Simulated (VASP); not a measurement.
VASP input:

**KPOINTS**
```
Automatic mesh
0
Gamma
8 8 8
0 0 0
```

**INCAR**
```
SYSTEM = LiCl
PREC = Accurate
ENCUT = 520
EDIFF = 1E-6
NELM = 100
ALGO = Normal
LREAL = .FALSE.
LASPH = .TRUE.
ISMEAR = 0
SIGMA = 0.05
GGA = BO
PARAM1 = 0.1833333333
PARAM2 = 0.22
LUSE_VDW = .TRUE.
AGGAC = 0.0
LWAVE = .FALSE.
LCHARG = .FALSE.
IBRION = 2
ISIF = 3
NSW = 60
EDIFFG = -0.01
```

**POSCAR**
```
LiCl
1
    0.0000000000     2.5509776301     2.5509776301
    2.5509776301    -0.0000000000     2.5509776301
    2.5509776301     2.5509776301     0.0000000000
Li Cl
1 1
Direct
  0.0000000000   0.0000000000   0.0000000000
  0.5000000000   0.5000000000   0.5000000000
```

POTCAR, in this order: Li_sv Cl (PBE.64 set). Program: vasp_std.

### Question
Translate this optB88-vdW calculation to Quantum ESPRESSO's pw.x.

### Answer
One equivalent input (not run):
```
&CONTROL
  calculation = 'vc-relax'
  pseudo_dir = './pseudo'
  outdir = './out'
  tprnfor = .true.
  tstress = .true.
  nstep = 60
  forc_conv_thr = 0.00039
/
&SYSTEM
  ibrav = 0
  nat = 2
  ntyp = 2
  ecutwfc = 74
  occupations = 'smearing'
  smearing = 'gaussian'
  degauss = 0.003675
  input_dft = 'vdw-df-obk8'
/
&ELECTRONS
  conv_thr = 7.3e-08
  electron_maxstep = 100
/
&IONS
/
&CELL
/
ATOMIC_SPECIES
  Li 6.940 Li.upf
  Cl 35.450 Cl.upf
CELL_PARAMETERS angstrom
     0.0000000    2.5509776    2.5509776
     2.5509776   -0.0000000    2.5509776
     2.5509776    2.5509776    0.0000000
ATOMIC_POSITIONS crystal
  Li   0.0000000  0.0000000  0.0000000
  Cl   0.5000000  0.5000000  0.5000000
K_POINTS automatic
  8 8 8 0 0 0
```
Limits of the translation: the potentials are each code's own (VASP's PAW set, PseudoDojo norm-conserving files in pw.x), so ENCUT and ecutwfc are chosen apart and not converted; conv_thr bounds pw.x's estimated SCF error, while EDIFF bounds the energy change between steps; forc_conv_thr acts on force components and is met together with etot_conv_thr.

The compound is LiCl in the rock salt structure. It was relaxed first. The start is the result of an earlier pass.
